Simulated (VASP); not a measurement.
Si3C, 4 atoms in the cell. The structure is trigonal, space group R3m (No. 160). The conventional cell has a = 3.338 Å, b = 3.338 Å, c = 17.861 Å, α = 90.00°, β = 90.00°, γ = 120.00°. Around C (site symmetry 3m) lie 4 Si at 1.89 to 2.00 Å. Si (site symmetry 3m) is surrounded by 4 Si at 2.27 to 2.34 Å. Around Si (site symmetry 3m) lie 1 C at 1.89 Å. Around Si (site symmetry 3m) lie 3 C at 2.00 Å. The cell comes from a database or a generator and needn't be the stable form of this composition.

```yaml
Program: VASP 6.6.1
Task: band structure
Functional: PBEsol
Potentials_or_basis: VASP PAW PBE potentials, release 64 (C, Si)
Cutoff: 520 eV
k_mesh: 3 × 3 × 3
Occupations: gaussian, width 0.02 eV
Spin: no spin polarisation
Further_INCAR_settings: ALGO = Fast; EDIFF = 1e-07; NBANDS = 16
```

Potentials or basis: VASP PAW PBE potentials, release 64 (C, Si).

The run is started by

```sh
$ cat potpaw_PBE.64/C/POTCAR potpaw_PBE.64/Si/POTCAR > POTCAR
$ cp INCAR.step1 INCAR
$ cp KPOINTS.step1 KPOINTS
$ mpirun -np 1 vasp_std > vasp.out
$ cp INCAR.step2 INCAR
$ cp KPOINTS.step2 KPOINTS
$ mpirun -np 1 vasp_std > vasp.out
```

Hardware: 1 thread of Intel(R) Xeon(R) Platinum 8559C (Emerald Rapids), on a shared host.

Task: Estimate the wall time of this run.

Result: Run time: 37 s on 1 thread of Intel(R) Xeon(R) Platinum 8559C (Emerald Rapids) (shared host), peak memory 0.21 GiB. Counts: scf iterations 9, k points 90.
